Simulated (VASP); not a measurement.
# GaGe (F-43m) in VASP: further runs, part 7 of 8

VASP 6.6.1. The steps go on from the part before.

**95. Equation of state, r2SCAN, 25.06 Å³/atom**

Contents of INCAR:

```
PREC     = Accurate       # precision mode
ENCUT    = 450            # plane-wave cutoff, eV
EDIFF    = 1E-6           # SCF threshold, eV
ISMEAR   = -1             # smearing method
SIGMA    = 0.02           # smearing width, eV
LREAL    = F              # projectors in reciprocal space
LASPH    = T              # aspherical terms in the spheres
NELM     = 100            # most SCF steps
ALGO     = Normal         # electronic algorithm
ISIF     = 2              # what is computed and relaxed
LWAVE    = F              # write WAVECAR
LCHARG   = F              # write CHGCAR
METAGGA  = R2SCAN         # meta-GGA
LMIXTAU  = T            
ADDGRID  = F
```

Contents of KPOINTS:

```
regular mesh
0
Gamma
  17 17 17
```

Contents of POSCAR:

```
GaGe
1.0
    0.0000000000      2.9265373908      2.9265373908
    2.9265373908      0.0000000000      2.9265373908
    2.9265373908      2.9265373908      0.0000000000
Ge Ga
1 1
Direct
    0.0000000000      0.0000000000      0.0000000000
    0.2500000000      0.2500000000      0.2500000000
```

Command:

```console
$ cat potpaw_PBE.64/Ge/POTCAR potpaw_PBE.64/Ga/POTCAR > POTCAR
$ mpirun -np 1 vasp_std > vasp.out
```

Run time: 2.5 min. Hardware: 1 thread of Intel Xeon Platinum 8488C (Sapphire Rapids), shared host; peak memory 0.21 GiB.

These settings aren't checked as converged: the numbers below hold their error.

What came out:

| Quantity | Value |
| --- | --- |
| Free energy | -24.8905 eV |
| Pressure | -3.6 GPa |
| Band gap on the k mesh | none (metal or under the smearing width) |

Caveat: the PAW data sets were made with another functional, which shifts forces and pressure a little.

**96. Equation of state, r2SCAN, 23.60 Å³/atom**

Edit INCAR of step 95 so:

```diff
@@ -3,4 +3,4 @@
 EDIFF    = 1E-6           # SCF threshold, eV
-ISMEAR   = -1             # smearing method
-SIGMA    = 0.02           # smearing width, eV
+ISMEAR   = -5             # smearing method
+SIGMA    = 0.1            # smearing width, eV
 LREAL    = F              # projectors in reciprocal space
```

KPOINTS is that of step 95.

Contents of POSCAR:

```
GaGe
1.0
    0.0000000000      2.8685708471      2.8685708471
    2.8685708471      0.0000000000      2.8685708471
    2.8685708471      2.8685708471      0.0000000000
Ge Ga
1 1
Direct
    0.0000000000      0.0000000000      0.0000000000
    0.2500000000      0.2500000000      0.2500000000
```

Potentials or basis: VASP PAW PBE potentials, release 64 (Ge, Ga).

Command:

```console
$ cat potpaw_PBE.64/Ge/POTCAR potpaw_PBE.64/Ga/POTCAR > POTCAR
$ mpirun -np 1 vasp_std > vasp.out
```

It took 1.9 min on 1 thread of Intel Xeon Platinum 8488C (Sapphire Rapids), shared host; peak memory 0.21 GiB.

The run converged, but some of its settings lie outside the range that counts as converged, so its numbers aren't taken as properties of the crystal.

What came out:

```yaml
Free_energy: -24.9296 eV
Pressure: -0.6 GPa
Band_gap_on_the_k_mesh: none (metal or under the smearing width)
```

Caveat: the PAW data sets were made with another functional, which shifts forces and pressure a little; tetrahedron occupations give inexact forces and stress in metals.

**97. Equation of state, r2SCAN, 25.06 Å³/atom**

INCAR is that of step 96.

KPOINTS is that of step 96.

Contents of POSCAR:

```
GaGe
1.0
    0.0000000000      2.9265373908      2.9265373908
    2.9265373908      0.0000000000      2.9265373908
    2.9265373908      2.9265373908      0.0000000000
Ge Ga
1 1
Direct
    0.0000000000      0.0000000000      0.0000000000
    0.2500000000      0.2500000000      0.2500000000
```

Command:

```console
$ cat potpaw_PBE.64/Ge/POTCAR potpaw_PBE.64/Ga/POTCAR > POTCAR
$ mpirun -np 1 vasp_std > vasp.out
```

Wall time 2.5 min (1 thread of Intel Xeon Platinum 8488C (Sapphire Rapids), shared host); peak memory 0.22 GiB.

These settings aren't checked as converged: the numbers below hold their error.

What came out:

- Free energy: -24.8901 eV
- Pressure: -3.5 GPa
- Band gap on the k mesh: none (metal or under the smearing width)

Caveat: the PAW data sets were made with another functional, which shifts forces and pressure a little; tetrahedron occupations give inexact forces and stress in metals.

**98. Equation of state, r2SCAN, 23.60 Å³/atom**

Edit INCAR of step 97 so:

```diff
@@ -3,3 +3,3 @@
 EDIFF    = 1E-6           # SCF threshold, eV
-ISMEAR   = -5             # smearing method
+ISMEAR   = 0              # smearing method
 SIGMA    = 0.1            # smearing width, eV
```

KPOINTS is that of step 97.

Contents of POSCAR:

```
GaGe
1.0
    0.0000000000      2.8685708471      2.8685708471
    2.8685708471      0.0000000000      2.8685708471
    2.8685708471      2.8685708471      0.0000000000
Ge Ga
1 1
Direct
    0.0000000000      0.0000000000      0.0000000000
    0.2500000000      0.2500000000      0.2500000000
```

Command:

```console
$ cat potpaw_PBE.64/Ge/POTCAR potpaw_PBE.64/Ga/POTCAR > POTCAR
$ mpirun -np 1 vasp_std > vasp.out
```

Wall time 1.9 min (1 thread of Intel Xeon Platinum 8488C (Sapphire Rapids), shared host); peak memory 0.21 GiB.

These settings aren't checked as converged: the numbers below hold their error.

What came out:

- Free energy: -24.9328 eV
- Pressure: -0.6 GPa
- Band gap on the k mesh: none (metal or under the smearing width)

Caveat: the PAW data sets were made with another functional, which shifts forces and pressure a little.

**99. Equation of state, r2SCAN, 25.06 Å³/atom**

INCAR is that of step 98.

KPOINTS is that of step 98.

Contents of POSCAR:

```
GaGe
1.0
    0.0000000000      2.9265373908      2.9265373908
    2.9265373908      0.0000000000      2.9265373908
    2.9265373908      2.9265373908      0.0000000000
Ge Ga
1 1
Direct
    0.0000000000      0.0000000000      0.0000000000
    0.2500000000      0.2500000000      0.2500000000
```

Potentials or basis: VASP PAW PBE potentials, release 64 (Ge, Ga).

Command:

```console
$ cat potpaw_PBE.64/Ge/POTCAR potpaw_PBE.64/Ga/POTCAR > POTCAR
$ mpirun -np 1 vasp_std > vasp.out
```

It took 2.5 min on 1 thread of Intel Xeon Platinum 8488C (Sapphire Rapids), shared host; peak memory 0.22 GiB.

The run converged, but some of its settings lie outside the range that counts as converged, so its numbers aren't taken as properties of the crystal.

Results:

```yaml
Free_energy: -24.8930 eV
Pressure: -3.5 GPa
Band_gap_on_the_k_mesh: none (metal or under the smearing width)
```

Caveat: the PAW data sets were made with another functional, which shifts forces and pressure a little.

**100. Equation of state, r2SCAN, 23.60 Å³/atom**

Edit INCAR of step 99 so:

```diff
@@ -3,3 +3,3 @@
 EDIFF    = 1E-6           # SCF threshold, eV
-ISMEAR   = 0              # smearing method
+ISMEAR   = 1              # smearing method
 SIGMA    = 0.1            # smearing width, eV
```

KPOINTS is that of step 99.

Contents of POSCAR:

```
GaGe
1.0
    0.0000000000      2.8685708471      2.8685708471
    2.8685708471      0.0000000000      2.8685708471
    2.8685708471      2.8685708471      0.0000000000
Ge Ga
1 1
Direct
    0.0000000000      0.0000000000      0.0000000000
    0.2500000000      0.2500000000      0.2500000000
```

Command:

```console
$ cat potpaw_PBE.64/Ge/POTCAR potpaw_PBE.64/Ga/POTCAR > POTCAR
$ mpirun -np 1 vasp_std > vasp.out
```

Wall time 2 min (1 thread of Intel Xeon Platinum 8488C (Sapphire Rapids), shared host); peak memory 0.21 GiB.

The run converged, but some of its settings lie outside the range that counts as converged, so its numbers aren't taken as properties of the crystal.

What came out:

```yaml
Free_energy: -24.9299 eV
Pressure: -0.7 GPa
Band_gap_on_the_k_mesh: none (metal or under the smearing width)
```

Caveat: the PAW data sets were made with another functional, which shifts forces and pressure a little.

**101. Equation of state, r2SCAN, 25.06 Å³/atom**

INCAR is that of step 100.

KPOINTS is that of step 100.

Contents of POSCAR:

```
GaGe
1.0
    0.0000000000      2.9265373908      2.9265373908
    2.9265373908      0.0000000000      2.9265373908
    2.9265373908      2.9265373908      0.0000000000
Ge Ga
1 1
Direct
    0.0000000000      0.0000000000      0.0000000000
    0.2500000000      0.2500000000      0.2500000000
```

Command:

```console
$ cat potpaw_PBE.64/Ge/POTCAR potpaw_PBE.64/Ga/POTCAR > POTCAR
$ mpirun -np 1 vasp_std > vasp.out
```

It took 2.5 min on 1 thread of Intel Xeon Platinum 8488C (Sapphire Rapids), shared host; peak memory 0.22 GiB.

These settings aren't checked as converged: the numbers below hold their error.

Results:

```
Free energy            : -24.8897 eV
Pressure               : -3.6 GPa
Band gap on the k mesh : none (metal or under the smearing width)
```

Caveat: the PAW data sets were made with another functional, which shifts forces and pressure a little.

**102. Equation of state, r2SCAN, 23.60 Å³/atom**

Edit INCAR of step 101 so:

```diff
@@ -1,5 +1,5 @@
 PREC     = Accurate       # precision mode
-ENCUT    = 450            # plane-wave cutoff, eV
+ENCUT    = 550            # plane-wave cutoff, eV
 EDIFF    = 1E-6           # SCF threshold, eV
-ISMEAR   = 1              # smearing method
+ISMEAR   = -1             # smearing method
 SIGMA    = 0.1            # smearing width, eV
```

KPOINTS is that of step 101.

Contents of POSCAR:

```
GaGe
1.0
    0.0000000000      2.8685708471      2.8685708471
    2.8685708471      0.0000000000      2.8685708471
    2.8685708471      2.8685708471      0.0000000000
Ge Ga
1 1
Direct
    0.0000000000      0.0000000000      0.0000000000
    0.2500000000      0.2500000000      0.2500000000
```

Potentials or basis: VASP PAW PBE potentials, release 64 (Ge, Ga).

Command:

```console
$ cat potpaw_PBE.64/Ge/POTCAR potpaw_PBE.64/Ga/POTCAR > POTCAR
$ mpirun -np 1 vasp_std > vasp.out
```

Wall time 1.9 min (1 thread of Intel Xeon Platinum 8488C (Sapphire Rapids), shared host); peak memory 0.24 GiB.

These settings aren't checked as converged: the numbers below hold their error.

Results:

| Item | Value |
| --- | --- |
| Free energy | -24.9490 eV |
| Pressure | -0.6 GPa |
| Band gap on the k mesh | none (metal or under the smearing width) |

Caveat: the PAW data sets were made with another functional, which shifts forces and pressure a little.

**103. Equation of state, r2SCAN, 25.06 Å³/atom**

INCAR is that of step 102.

KPOINTS is that of step 102.

Contents of POSCAR:

```
GaGe
1.0
    0.0000000000      2.9265373908      2.9265373908
    2.9265373908      0.0000000000      2.9265373908
    2.9265373908      2.9265373908      0.0000000000
Ge Ga
1 1
Direct
    0.0000000000      0.0000000000      0.0000000000
    0.2500000000      0.2500000000      0.2500000000
```

Command:

```console
$ cat potpaw_PBE.64/Ge/POTCAR potpaw_PBE.64/Ga/POTCAR > POTCAR
$ mpirun -np 1 vasp_std > vasp.out
```

Wall time 1.9 min (1 thread of Intel Xeon Platinum 8488C (Sapphire Rapids), shared host); peak memory 0.24 GiB.

These settings aren't checked as converged: the numbers below hold their error.

What came out:

- Free energy: -24.9105 eV
- Pressure: -3.5 GPa
- Band gap on the k mesh: none (metal or under the smearing width)

Caveat: the PAW data sets were made with another functional, which shifts forces and pressure a little.

**104. Equation of state, r2SCAN, 23.60 Å³/atom**

Edit INCAR of step 103 so:

```diff
@@ -1,2 +1,2 @@
-PREC     = Accurate       # precision mode
+PREC     = Low            # precision mode
 ENCUT    = 550            # plane-wave cutoff, eV
```

KPOINTS is that of step 103.

Contents of POSCAR:

```
GaGe
1.0
    0.0000000000      2.8685708471      2.8685708471
    2.8685708471      0.0000000000      2.8685708471
    2.8685708471      2.8685708471      0.0000000000
Ge Ga
1 1
Direct
    0.0000000000      0.0000000000      0.0000000000
    0.2500000000      0.2500000000      0.2500000000
```

Command:

```console
$ cat potpaw_PBE.64/Ge/POTCAR potpaw_PBE.64/Ga/POTCAR > POTCAR
$ mpirun -np 1 vasp_std > vasp.out
```

Wall time 56 s (1 thread of Intel Xeon Platinum 8488C (Sapphire Rapids), shared host); peak memory 0.19 GiB.

These settings aren't checked as converged: the numbers below hold their error.

What came out:

* Free energy: -24.9489 eV
* Pressure: -0.6 GPa
* Band gap on the k mesh: none (metal or under the smearing width)

Caveat: the PAW data sets were made with another functional, which shifts forces and pressure a little.

**105. Equation of state, r2SCAN, 25.06 Å³/atom**

INCAR is that of step 104.

KPOINTS is that of step 104.

Contents of POSCAR:

```
GaGe
1.0
    0.0000000000      2.9265373908      2.9265373908
    2.9265373908      0.0000000000      2.9265373908
    2.9265373908      2.9265373908      0.0000000000
Ge Ga
1 1
Direct
    0.0000000000      0.0000000000      0.0000000000
    0.2500000000      0.2500000000      0.2500000000
```

Potentials or basis: VASP PAW PBE potentials, release 64 (Ge, Ga).

Command:

```console
$ cat potpaw_PBE.64/Ge/POTCAR potpaw_PBE.64/Ga/POTCAR > POTCAR
$ mpirun -np 1 vasp_std > vasp.out
```

Wall time 58 s (1 thread of Intel Xeon Platinum 8488C (Sapphire Rapids), shared host); peak memory 0.18 GiB.

These settings aren't checked as converged: the numbers below hold their error.

Results:

```
Free energy            : -24.9104 eV
Pressure               : -3.5 GPa
Band gap on the k mesh : none (metal or under the smearing width)
```

Caveat: the PAW data sets were made with another functional, which shifts forces and pressure a little.

**106. Equation of state, r2SCAN, 23.60 Å³/atom**

Edit INCAR of step 105 so:

```diff
@@ -1,2 +1,2 @@
-PREC     = Low            # precision mode
+PREC     = Normal         # precision mode
 ENCUT    = 550            # plane-wave cutoff, eV
```

KPOINTS is that of step 105.

Contents of POSCAR:

```
GaGe
1.0
    0.0000000000      2.8685708471      2.8685708471
    2.8685708471      0.0000000000      2.8685708471
    2.8685708471      2.8685708471      0.0000000000
Ge Ga
1 1
Direct
    0.0000000000      0.0000000000      0.0000000000
    0.2500000000      0.2500000000      0.2500000000
```

Command:

```console
$ cat potpaw_PBE.64/Ge/POTCAR potpaw_PBE.64/Ga/POTCAR > POTCAR
$ mpirun -np 1 vasp_std > vasp.out
```

Wall time 58 s (1 thread of Intel Xeon Platinum 8488C (Sapphire Rapids), shared host); peak memory 0.21 GiB.

These settings aren't checked as converged: the numbers below hold their error.

Results:

| Quantity | Value |
| --- | --- |
| Free energy | -24.9490 eV |
| Pressure | -0.6 GPa |
| Band gap on the k mesh | none (metal or under the smearing width) |

Caveat: the PAW data sets were made with another functional, which shifts forces and pressure a little.

**107. Equation of state, r2SCAN, 25.06 Å³/atom**

INCAR is that of step 106.

KPOINTS is that of step 106.

Contents of POSCAR:

```
GaGe
1.0
    0.0000000000      2.9265373908      2.9265373908
    2.9265373908      0.0000000000      2.9265373908
    2.9265373908      2.9265373908      0.0000000000
Ge Ga
1 1
Direct
    0.0000000000      0.0000000000      0.0000000000
    0.2500000000      0.2500000000      0.2500000000
```

Command:

```console
$ cat potpaw_PBE.64/Ge/POTCAR potpaw_PBE.64/Ga/POTCAR > POTCAR
$ mpirun -np 1 vasp_std > vasp.out
```

Wall time 62 s (1 thread of Intel Xeon Platinum 8488C (Sapphire Rapids), shared host); peak memory 0.21 GiB.

These settings aren't checked as converged: the numbers below hold their error.

Results:

```
Free energy            : -24.9105 eV
Pressure               : -3.5 GPa
Band gap on the k mesh : none (metal or under the smearing width)
```

Caveat: the PAW data sets were made with another functional, which shifts forces and pressure a little.

**108. Equation of state, r2SCAN, 23.60 Å³/atom**

Edit INCAR of step 107 so:

```diff
@@ -1,2 +1,2 @@
-PREC     = Normal         # precision mode
+PREC     = Accurate       # precision mode
 ENCUT    = 550            # plane-wave cutoff, eV
@@ -5,3 +5,3 @@
 SIGMA    = 0.1            # smearing width, eV
-LREAL    = F              # projectors in reciprocal space
+LREAL    = Auto         
 LASPH    = T              # aspherical terms in the spheres
```

KPOINTS is that of step 107.

Contents of POSCAR:

```
GaGe
1.0
    0.0000000000      2.8685708471      2.8685708471
    2.8685708471      0.0000000000      2.8685708471
    2.8685708471      2.8685708471      0.0000000000
Ge Ga
1 1
Direct
    0.0000000000      0.0000000000      0.0000000000
    0.2500000000      0.2500000000      0.2500000000
```

Potentials or basis: VASP PAW PBE potentials, release 64 (Ge, Ga).

Command:

```console
$ cat potpaw_PBE.64/Ge/POTCAR potpaw_PBE.64/Ga/POTCAR > POTCAR
$ mpirun -np 1 vasp_std > vasp.out
```

Wall time 2.3 min (1 thread of Intel Xeon Platinum 8488C (Sapphire Rapids), shared host); peak memory 0.2 GiB.

These settings aren't checked as converged: the numbers below hold their error.

What came out:

```yaml
Free_energy: -24.9496 eV
Pressure: -0.6 GPa
Band_gap_on_the_k_mesh: none (metal or under the smearing width)
```

Caveat: the PAW data sets were made with another functional, which shifts forces and pressure a little.

**109. Equation of state, r2SCAN, 25.06 Å³/atom**

INCAR is that of step 108.

KPOINTS is that of step 108.

Contents of POSCAR:

```
GaGe
1.0
    0.0000000000      2.9265373908      2.9265373908
    2.9265373908      0.0000000000      2.9265373908
    2.9265373908      2.9265373908      0.0000000000
Ge Ga
1 1
Direct
    0.0000000000      0.0000000000      0.0000000000
    0.2500000000      0.2500000000      0.2500000000
```

Command:

```console
$ cat potpaw_PBE.64/Ge/POTCAR potpaw_PBE.64/Ga/POTCAR > POTCAR
$ mpirun -np 1 vasp_std > vasp.out
```

Run time: 2.3 min. Hardware: 1 thread of Intel Xeon Platinum 8488C (Sapphire Rapids), shared host; peak memory 0.2 GiB.

The run converged, but some of its settings lie outside the range that counts as converged, so its numbers aren't taken as properties of the crystal.

What came out:

```
Free energy            : -24.9118 eV
Pressure               : -3.5 GPa
Band gap on the k mesh : none (metal or under the smearing width)
```

Caveat: the PAW data sets were made with another functional, which shifts forces and pressure a little.

**110. Equation of state, r2SCAN, 23.60 Å³/atom**

Edit INCAR of step 109 so:

```diff
@@ -2,6 +2,6 @@
 ENCUT    = 550            # plane-wave cutoff, eV
-EDIFF    = 1E-6           # SCF threshold, eV
+EDIFF    = 1E-4           # SCF threshold, eV
 ISMEAR   = -1             # smearing method
 SIGMA    = 0.1            # smearing width, eV
-LREAL    = Auto         
+LREAL    = F              # projectors in reciprocal space
 LASPH    = T              # aspherical terms in the spheres
```

KPOINTS is that of step 109.

Contents of POSCAR:

```
GaGe
1.0
    0.0000000000      2.8685708471      2.8685708471
    2.8685708471      0.0000000000      2.8685708471
    2.8685708471      2.8685708471      0.0000000000
Ge Ga
1 1
Direct
    0.0000000000      0.0000000000      0.0000000000
    0.2500000000      0.2500000000      0.2500000000
```

Command:

```console
$ cat potpaw_PBE.64/Ge/POTCAR potpaw_PBE.64/Ga/POTCAR > POTCAR
$ mpirun -np 1 vasp_std > vasp.out
```

Wall time 1.7 min (1 thread of Intel Xeon Platinum 8488C (Sapphire Rapids), shared host); peak memory 0.25 GiB.

The run converged, but some of its settings lie outside the range that counts as converged, so its numbers aren't taken as properties of the crystal.

What came out:

| Property | Result |
| --- | --- |
| Free energy | -24.9490 eV |
| Pressure | -0.5 GPa |
| Band gap on the k mesh | none (metal or under the smearing width) |

Caveat: the PAW data sets were made with another functional, which shifts forces and pressure a little.

**111. Equation of state, r2SCAN, 25.06 Å³/atom**

INCAR is that of step 110.

KPOINTS is that of step 110.

Contents of POSCAR:

```
GaGe
1.0
    0.0000000000      2.9265373908      2.9265373908
    2.9265373908      0.0000000000      2.9265373908
    2.9265373908      2.9265373908      0.0000000000
Ge Ga
1 1
Direct
    0.0000000000      0.0000000000      0.0000000000
    0.2500000000      0.2500000000      0.2500000000
```

Potentials or basis: VASP PAW PBE potentials, release 64 (Ge, Ga).

Command:

```console
$ cat potpaw_PBE.64/Ge/POTCAR potpaw_PBE.64/Ga/POTCAR > POTCAR
$ mpirun -np 1 vasp_std > vasp.out
```

Wall time 94 s (1 thread of Intel Xeon Platinum 8488C (Sapphire Rapids), shared host); peak memory 0.25 GiB.

The run converged, but some of its settings lie outside the range that counts as converged, so its numbers aren't taken as properties of the crystal.

Results:

```yaml
Free_energy: -24.9105 eV
Pressure: -3.4 GPa
Band_gap_on_the_k_mesh: none (metal or under the smearing width)
```

Caveat: the PAW data sets were made with another functional, which shifts forces and pressure a little.

**112. Equation of state, r2SCAN, 23.60 Å³/atom**

Edit INCAR of step 111 so:

```diff
@@ -1,4 +1,4 @@
 PREC     = Accurate       # precision mode
-ENCUT    = 550            # plane-wave cutoff, eV
-EDIFF    = 1E-4           # SCF threshold, eV
+ENCUT    = 450            # plane-wave cutoff, eV
+EDIFF    = 1E-6           # SCF threshold, eV
 ISMEAR   = -1             # smearing method
```

Contents of KPOINTS:

```
regular mesh
0
Gamma
  19 19 19
```

Contents of POSCAR:

```
GaGe
1.0
    0.0000000000      2.8685708471      2.8685708471
    2.8685708471      0.0000000000      2.8685708471
    2.8685708471      2.8685708471      0.0000000000
Ge Ga
1 1
Direct
    0.0000000000      0.0000000000      0.0000000000
    0.2500000000      0.2500000000      0.2500000000
```

Command:

```console
$ cat potpaw_PBE.64/Ge/POTCAR potpaw_PBE.64/Ga/POTCAR > POTCAR
$ mpirun -np 1 vasp_std > vasp.out
```

Wall time 2.4 min (1 thread of Intel Xeon Platinum 8488C (Sapphire Rapids), shared host); peak memory 0.23 GiB.

The run converged, but some of its settings lie outside the range that counts as converged, so its numbers aren't taken as properties of the crystal.

What came out:

```yaml
Free_energy: -24.9485 eV
Pressure: -0.6 GPa
Band_gap_on_the_k_mesh: none (metal or under the smearing width)
```

Caveat: the PAW data sets were made with another functional, which shifts forces and pressure a little.

(Part 7 of 8 ends here.)
